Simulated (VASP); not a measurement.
Runs of VASP 6.6.1 on Sn. Symmetry: I4_1/amd, No. 141, tetragonal system. Conventional cell: a = 5.839 Å, b = 5.839 Å, c = 3.188 Å, α = 90.00°, β = 90.00°, γ = 90.00°. Sn (site symmetry -4m2) has 6 Sn at 3.03 to 3.19 Å as nearest neighbours. 

```tsv
level	potentials or basis	gap on the mesh (eV)	pressure (GPa)	relaxed volume (Å³/atom)
LDA	VASP PAW LDA potentials, release 64 (Sn_d)	none	0.0	26.18
PBEsol	VASP PAW PBE potentials, release 64 (Sn_d)	none	0.0	26.85
r2SCAN	VASP PAW PBE potentials, release 64 (Sn_d)	none	0.0	(b)
PBE	VASP PAW PBE potentials, release 64 (Sn_d)	none	0.0	28.43
PBE+D3(BJ)	VASP PAW PBE potentials, release 64 (Sn_d)	none	0.0	(a)
```

Alike in all rows: task relaxation of cell and atoms; no spin polarisation; cell relaxed; k mesh 16 × 16 × 16; cutoff (eV) 600; smearing methfessel-paxton 0.1 eV.

**Question.** Fill in the values left out.

**Answer.** (a) 27.20; (b) 27.58.

Caveats: the PAW data sets were made with another functional, which shifts forces and pressure a little (some runs); pairwise dispersion overbinds metals, which lowers pressure and volume (some runs).

A k mesh can miss the band edges, and the runs leave out spin-orbit coupling on Sn.

A gap of «none» marks a metal or a gap under the smearing width.

Not every run made on this cell is shown here.
